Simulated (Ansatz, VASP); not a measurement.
# Ge71P (amorphous Ge at 4.34 g/cm^3) in two plane-wave programs, part 2 of 2

One calculation is typed for both programs; each brings its own data sets. How far apart do they land? Of the first pair: The structure shown is the start of the Ansatz relaxation below; VASP solves that cell, so the two are compared at the walk's first step.

VASP 6.6.1 and Ansatz 0.2.0.

So far. Step 4 (Differences): The forces differ by 2.2 meV/Å r.m.s., which is 3.1 % of the r.m.s. force of 0.071 eV/Å (both taken over all components). Moments aren't recorded for both runs of this pair, so they may hold unlike magnetic states. Step 5 (Ansatz: relaxation, PBE): This is the run of step 2 again, met here at its other cell.

### 6. VASP: single point, PBE, relaxed atoms in a fixed cell, pair 2

Level of this step: PBE, zero-moment start; plane waves and PAW (Ge_d, P) (VASP).

The same cell, functional, mesh and smearing now go to VASP, with its own data sets.

Input file INCAR:

```
SYSTEM = Ge71P
PREC = Accurate
ENCUT = 410
EDIFF = 1E-06
NELM = 200
ISMEAR = -1
SIGMA = 0.025
LREAL = Auto
ALGO = Normal
GGA = PE
NBANDS = 584
ISPIN = 2
MAGMOM = 0 0 0 -0 0 0 0 0 0 0 0 0 0 0 0 0 0 0 -0 0 0 0 0 0 0 0 0 0 0 0 0 0 -0 0 0 0 0 0 0 0 0 0 0 0 0 0 0 0 0 -0 0 0 -0 0 0 0 0 0 0 0 -0 0 0 0 0 0 0 0 0 -0 0 0
LORBIT = 11
LWAVE = .FALSE.
LCHARG = .FALSE.
ISIF = 2
LASPH = .TRUE.
GGA_COMPAT = .FALSE.
NCORE = 2
```

Input file POSCAR:

```
Ge71P
1.0
   12.5980000000      0.0000000000      0.0000000000
    0.0000000000     12.5980000000      0.0000000000
    0.0000000000      0.0000000000     12.5980000000
Ge P
71 1
Direct
    0.2314900000      0.4587100000      0.3386900000
    0.6093000000      0.6636800000      0.1152700000
    0.9662200000      0.9156500000      0.0233600000
    0.0667500000      0.1919800000      0.0263400000
    0.1398000000      0.6915000000      0.5911600000
    0.1567200000      0.8901900000      0.6127300000
    0.7057400000      0.1615300000      0.6840900000
    0.6421100000      0.5692400000      0.3864000000
    0.9900300000      0.1943500000      0.3249000000
    0.9116000000      0.8242700000      0.8558000000
    0.0145000000      0.3682100000      0.9307100000
    0.6929200000      0.7495300000      0.4644100000
    0.7168500000      0.7092800000      0.6549100000
    0.9096500000      0.3668700000      0.3843600000
    0.0374700000      0.5095200000      0.3614300000
    0.9226600000      0.5151800000      0.1925300000
    0.6390400000      0.9477800000      0.0509800000
    0.5523000000      0.4658000000      0.0390200000
    0.6334900000      0.7734200000      0.9465000000
    0.9660900000      0.6386900000      0.5026300000
    0.7292100000      0.8450400000      0.7919500000
    0.8187100000      0.9929000000      0.1318600000
    0.9967600000      0.9432600000      0.7218400000
    0.5164500000      0.7268300000      0.6451200000
    0.2797800000      0.5817700000      0.4909500000
    0.7310000000      0.2185000000      0.8751300000
    0.1552400000      0.6405900000      0.7856000000
    0.9764200000      0.6402300000      0.8787500000
    0.5462800000      0.8504300000      0.1984200000
    0.7730200000      0.6384700000      0.2339200000
    0.8968200000      0.0983200000      0.6389700000
    0.8814300000      0.7618200000      0.3549900000
    0.2608600000      0.0252400000      0.9146800000
    0.0451700000      0.6187400000      0.0625800000
    0.6117700000      0.9117300000      0.3776700000
    0.1760900000      0.4759400000      0.9965600000
    0.1166900000      0.9342900000      0.4221200000
    0.9451500000      0.0469900000      0.4465400000
    0.9043300000      0.1745300000      0.1420400000
    0.2540700000      0.8606300000      0.0371400000
    0.2734200000      0.4817500000      0.8207800000
    0.2987000000      0.3029500000      0.4487100000
    0.4779000000      0.6975600000      0.8399900000
    0.7450700000      0.4251500000      0.4902100000
    0.4573300000      0.0363200000      0.4522700000
    0.6058900000      0.0002900000      0.7507500000
    0.4885300000      0.2411100000      0.3948800000
    0.3047700000      0.9246200000      0.7413500000
    0.4738600000      0.4982300000      0.8537600000
    0.5014700000      0.4284700000      0.6586400000
    0.8083700000      0.9504700000      0.3321800000
    0.8758400000      0.4795100000      0.8230400000
    0.2931500000      0.7642800000      0.8643100000
    0.9368200000      0.1948700000      0.8273300000
    0.3937700000      0.1239000000      0.0520800000
    0.2934800000      0.4174100000      0.1495900000
    0.8341400000      0.5426300000      0.6315000000
    0.2017600000      0.1746600000      0.3277800000
    0.2363200000      0.2247500000      0.1368700000
    0.0597100000      0.0392000000      0.8944400000
    0.5745700000      0.0949200000      0.9297200000
    0.4667600000      0.9225000000      0.6272200000
    0.3744500000      0.9504500000      0.1709000000
    0.6091500000      0.2891100000      0.5583900000
    0.8718400000      0.3627000000      0.0751100000
    0.3011700000      0.4236100000      0.6217200000
    0.7245300000      0.4071800000      0.9472400000
    0.4751700000      0.3085600000      0.1596200000
    0.4788300000      0.5785300000      0.5184500000
    0.0910600000      0.7588700000      0.3262300000
    0.0881000000      0.8022900000      0.1266300000
    0.2860600000      0.0036700000      0.3453700000
```

Input file KPOINTS:

```
Automatic mesh
0
Gamma
1 1 1
0 0 0
```

PAW data sets: Ge_d and P (PBE family, release 64).

The run is started by

```
mpirun -np 8 vasp_gam
```

The log of the run:

```text
[... set-up lines as in an earlier step ...]
 entering main loop
       N       E                     dE             d eps       ncg     rms          rms(c)
DAV:   1     0.186996030675E+05    0.18700E+05   -0.37350E+05  2416   0.454E+03
DAV:   2     0.425989742737E+04   -0.14440E+05   -0.13998E+05  2344   0.104E+03
DAV:   3     0.499257844378E+03   -0.37606E+04   -0.36047E+04  2416   0.289E+02
DAV:   4    -0.237306151548E+03   -0.73656E+03   -0.67937E+03  2672   0.123E+02
[...]
DAV:  18    -0.308642254784E+03   -0.29705E-05   -0.10823E-05  2360   0.276E-02    0.221E-03
DAV:  19    -0.308642257379E+03   -0.25945E-05   -0.19119E-05  2240   0.152E-02    0.192E-03
DAV:  20    -0.308642257712E+03   -0.33324E-06   -0.33950E-06  1896   0.142E-02
   1 F= -.30864226E+03 E0= -.30862293E+03  d E =-.386472E-01  mag=    -0.0008
```

OUTCAR, selected parts (step 6):

```text
  FREE ENERGIE OF THE ION-ELECTRON SYSTEM (eV)
  ---------------------------------------------------
  free  energy   TOTEN  =      -308.6422577119 eV

  energy  without entropy=     -308.6036104680  energy(sigma->0) =     -308.62293409

 magnetization (x)
# of ion       s       p       d       tot
------------------------------------------
    1       -0.000  -0.000  -0.000  -0.000
    2       -0.000   0.000  -0.000  -0.000
    3       -0.000  -0.000  -0.000  -0.000
    4        0.000   0.000   0.000   0.000
    5       -0.000  -0.000   0.000  -0.000
    6       -0.000   0.000  -0.000  -0.000
    7        0.000  -0.000  -0.000  -0.000
    8        0.000  -0.000  -0.000  -0.000
    9       -0.000  -0.000  -0.000  -0.000
   10       -0.000  -0.000  -0.000  -0.000
   11       -0.000  -0.000  -0.000  -0.000
   12       -0.000   0.000  -0.000  -0.000
   13       -0.000  -0.000  -0.000  -0.000
[...]
--------------------------------------------------
tot         -0.000  -0.000  -0.000  -0.000

[... 1 part as in an earlier step ...]
```

The run ends at a pressure of -1.65 GPa, with forces up to 0.044 eV/Å.

### 7. Side by side

The largest component of a force difference here is 9 meV/Å.

### 8. What came out

```yaml
r_m_s_force_difference_single_point_pbe_start_cell_pair_1: 2.2 meV/Å
r_m_s_force_difference_single_point_pbe_relaxed_atoms_in_a_fixed_cell_pair_2: 2.2 meV/Å
```

What this shows: The r.m.s. force difference is 2.2 meV/Å (single point, PBE, relaxed atoms in a fixed cell, pair 2), within the 12 meV/Å picked in this series as the mark of a large difference. Such differences can come from data sets, numerical settings and the points named under the comparisons, not from the functional's error against experiment.

[Lines on the potential files, build, host, timing and source positions are cut from VASP's logs without a mark.]

[Logs are printed without paths, hosts, clocks, repeated set-up lines and the standing remarks that a program may print on its own settings, such as how far it seeks lower states.]

[Hosts, paths, dates, database ids (printed as entryN), source tags and the programs' standing remarks are cut or masked in the printed files.]
